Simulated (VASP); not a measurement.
Computed with PBE GGA, VASP's PBE PAW potentials (set 64) (plane waves; VASP 6.6.1).

Input for VASP

### POSCAR
```
AuAl2
4.3081780
  0.0000000000   0.6999587761   0.7141833508
  0.7091705589   0.0000000000   0.7141833508
  0.7091705589   0.6999587761   0.0000000000
Al Au
2 1
Cartesian
  0.3545852794   0.3499793880   0.3570916754
  1.0637558383   1.0499381641   1.0712750262
  0.0141337692  -0.0000000000  -0.0000000000
```

### KPOINTS
```
Automatic
0
gamma
8 8 8
0 0 0
```

**INCAR**
```
EDIFF = 1E-6
LREAL = .FALSE.   ! projection in real space or not
LCHARG = .FALSE.
SYSTEM = AuAl2
NELM = 100
PREC = Accurate
ENCUT = 800   ! plane-wave cut-off (eV)
LMAXMIX = 6
ISMEAR = 1
LWAVE = .FALSE.
ISIF = 2
ALGO = Normal   ! blocked Davidson
LASPH = .TRUE.
SIGMA = 0.1
GGA = PE   ! PBE
```

POTCAR, in this order: Al Au (PBE.64 set). Program: vasp_std.

Output

File OSZICAR:
```
       N       E                     dE             d eps       ncg     rms          rms(c)
DAV:   1     0.810409963331E+02    0.81041E+02   -0.91199E+03  2288   0.167E+03
DAV:   2    -0.101599062791E+02   -0.91201E+02   -0.83521E+02  2480   0.239E+02
DAV:   3    -0.131840875584E+02   -0.30242E+01   -0.29570E+01  2848   0.409E+01
DAV:   4    -0.132158467984E+02   -0.31759E-01   -0.31734E-01  2708   0.479E+00
DAV:   5    -0.132162893682E+02   -0.44257E-03   -0.44253E-03  2852   0.630E-01    0.859E+00
DAV:   6    -0.121079407958E+02    0.11083E+01   -0.62977E+00  2528   0.281E+01    0.407E+00
DAV:   7    -0.120340931441E+02    0.73848E-01   -0.30105E-01  2404   0.660E+00    0.182E+00
DAV:   8    -0.120077065587E+02    0.26387E-01   -0.29572E-02  2640   0.133E+00    0.406E-01
DAV:   9    -0.120065261546E+02    0.11804E-02   -0.41337E-03  2596   0.770E-01    0.189E-01
DAV:  10    -0.120066773861E+02   -0.15123E-03   -0.27946E-04  2484   0.137E-01    0.356E-02
DAV:  11    -0.120066737530E+02    0.36331E-05   -0.11909E-05  2752   0.303E-02    0.126E-02
DAV:  12    -0.120066760320E+02   -0.22790E-05   -0.42073E-06  2452   0.146E-02    0.407E-03
DAV:  13    -0.120066761215E+02   -0.89520E-07   -0.54639E-07  1712   0.720E-03
   1 F= -.12006676E+02 E0= -.12006390E+02  d E =-.857290E-03
```

File OUTCAR:
```
------------------------ aborting loop because EDIFF is reached ----------------------------------------
  FORCE on cell =-STRESS in cart. coord.  units (eV):
  Direction    XX          YY          ZZ          XY          YZ          ZX
  --------------------------------------------------------------------------------------
  Total       -0.7426675     -0.6273698     -0.7010872      0.0000000      0.0000000      0.0000000
  in kB      -20.9875228    -17.7292514    -19.8124783      0.0000000      0.0000000      0.0000000
  external PRESSURE =     -19.5097508 kB  Pullay stress =       0.0000000 kB
  volume of cell :       56.69
      direct lattice vectors                 reciprocal lattice vectors
     0.000000000  3.015547000  3.076829000    -0.163653640  0.165807397  0.162504969
     3.055233000  0.000000000  3.076829000     0.163653640 -0.165807397  0.162504969
     3.055233000  3.015547000  0.000000000     0.163653640  0.165807397 -0.162504969
 POSITION                                       TOTAL-FORCE (eV/Angst)
 -----------------------------------------------------------------------------------
      1.52762      1.50777      1.53841         0.206773      0.000000     -0.000000
      4.58285      4.52332      4.61524         0.206773     -0.000000      0.000000
      0.06089      3.01555      3.07683        -0.413547      0.000000      0.000000
 -----------------------------------------------------------------------------------
    total drift:                               -0.000076     -0.000000     -0.000000
  FREE ENERGIE OF THE ION-ELECTRON SYSTEM (eV)
  ---------------------------------------------------
  free  energy   TOTEN  =       -12.0066761215 eV

  energy  without entropy=      -12.0058188311  energy(sigma->0) =      -12.00639036
```
(Selected blocks of OUTCAR.)

The compound is AuAl2 in the fluorite structure. The cell was not relaxed at this level, atoms are displaced from their ideal sites. The run is one of a series of settings (ENCUT = 800 against the base run), some of them coarse on purpose. The electron count is odd and the run is not spin-polarised, which forces a metal.
